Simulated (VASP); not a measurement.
An input for Ansatz (written as the equivalent of a VASP run, and not itself run):

Ansatz 0.2 input:
```yaml
crystal:
  lattice:
    - [2.8508706, 0.0000000, 0.0000000]
    - [0.0000000, 2.8508706, 0.0000000]
    - [0.0000000, 0.0000000, 2.8508706]
  atoms:
    - { symbol: Ga, position: [0.5000000, 0.5000000, 0.5000000] }
    - { symbol: Co, position: [0.0000000, 0.0000000, 0.0000000] }
kpoints:
  mp_grid: { grid: [12, 12, 12] }
hamiltonian:
  xc: pbe
  dispersion: d3bj
  pseudopotentials: { kind: paw }
scf:
  occupations: { method: methfessel_paxton, width: 0.1 }
  max_iter: 100
relax:
  max_steps: 60
  f_tol: 0.01
  cell: {}
output: { forces: true, stress: true, eigenvalues: true }
```

Question: Translate this input to VASP (INCAR, KPOINTS, POSCAR, choice of POTCAR).

Answer: This is not unique; one that fits is 
INCAR:
```
# general
SYSTEM =CoGa
PREC   =Accurate
ENCUT  =520   # plane-wave cut-off (eV)
LREAL  =.FALSE.   # projection in real space or not
LASPH  =.TRUE.   # aspherical one-centre terms

# electronic loop
EDIFF  =1E-6   # SCF stop (eV)
NELM   =100   # most electronic steps
ALGO   =Normal   # blocked Davidson
LMAXMIX=4

# smearing
ISMEAR =1
SIGMA  =0.1   # width (eV)

# functional
GGA    =PE
IVDW   =12   # D3, Becke-Johnson

# ions
IBRION =2   # conjugate gradients
NSW    =60
ISIF   =3   # ions, shape and volume
EDIFFG =-0.01

# output
LWAVE  =.FALSE.
LCHARG =.FALSE.
```

**KPOINTS**
```
Automatic mesh
0
Gamma
12 12 12
0 0 0
```

File POSCAR:
```
CoGa
1.0
  2.8508706412   0.0000000000   0.0000000000
  0.0000000000   2.8508706412   0.0000000000
  0.0000000000   0.0000000000   2.8508706412
Ga Co
1 1
Cart
  1.4254353206   1.4254353206   1.4254353206
  0.0000000000   0.0000000000   0.0000000000
```

POTCAR, in this order: Ga_d Co (PBE.64 set). Program: vasp_std.

What does not carry over: each code has its own PAW files, so the cut-off isn't converted (ENCUT is set for VASP's; basis.ecutwfc is left out, and Ansatz then takes the one that its files recommend); Ansatz stops its SCF on the density residual and VASP on the energy change (EDIFF).

The compound is CoGa in the CsCl type structure. It was relaxed first. The start is the result of an earlier pass.
